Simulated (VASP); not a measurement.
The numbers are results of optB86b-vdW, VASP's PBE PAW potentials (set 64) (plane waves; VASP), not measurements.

The input files of a VASP run:

**INCAR**
```
AGGAC  =  0.0
ALGO  =  Normal
EDIFF  =  1E-7
EDIFFG  =  -0.01
ENCUT  =  520
GGA  =  MK
IBRION  =  2
ISIF  =  4
ISMEAR  =  1
LASPH  =  .True.
LCHARG  =  .False.
LMAXMIX  =  4
LREAL  =  .False.
LUSE_VDW  =  .True.
LWAVE  =  .False.
NELM  =  100
NSW  =  30
PARAM1  =  0.1234
PARAM2  =  1.0
PREC  =  Accurate
SIGMA  =  0.1
SYSTEM  =  In
```

### KPOINTS
```
Automatic mesh
0
Gamma
16 16 16
0 0 0
```

**POSCAR**
```
In
1
   -1.6068433296     1.6068433296     2.4870467691
    1.6068433296    -1.6068433296     2.4870467691
    1.6068433296     1.6068433296    -2.4870467691
In
1
Direct
  0.0000000000   0.0000000000   0.0000000000
```

POTCAR, in this order: In_d (PBE.64 set). Program: vasp_std.

Unless said otherwise, spin-orbit coupling is left out, though it shifts the bands of the heavy elements here.

Predict the energy per atom (σ→0), band gap (on the k-mesh).

```yaml
energy per atom (σ→0): 0.517 eV/atom
band gap (on the k-mesh): none (metal, semimetal or under 0.01 eV)
```

File OSZICAR:
```
...
DAV:   1     0.508573309278E+00   -0.88721E-02   -0.31917E-01  8000   0.620E+00    0.496E-01
DAV:   2     0.513875336786E+00    0.53020E-02   -0.71353E-03 10022   0.168E+00    0.327E-01
DAV:   3     0.517136068383E+00    0.32607E-02   -0.39140E-03  8570   0.184E+00    0.777E-02
DAV:   4     0.517093822931E+00   -0.42245E-04   -0.50369E-04  7702   0.261E-01    0.932E-02
DAV:   5     0.517094402958E+00    0.58003E-06   -0.16225E-05  9986   0.556E-02    0.399E-02
DAV:   6     0.517095027408E+00    0.62445E-06   -0.14973E-06  7738   0.230E-02    0.136E-02
DAV:   7     0.517095048000E+00    0.20593E-07   -0.92398E-08  4386   0.677E-03
   3 F= 0.51709505E+00 E0= 0.51706010E+00  d E =-.585605E-03
```

The compound is In in the bct structure. This cell is one point of a volume scan, at 0.97 of the reference volume. Symmetry was kept, so distortions that lower it aren't found.
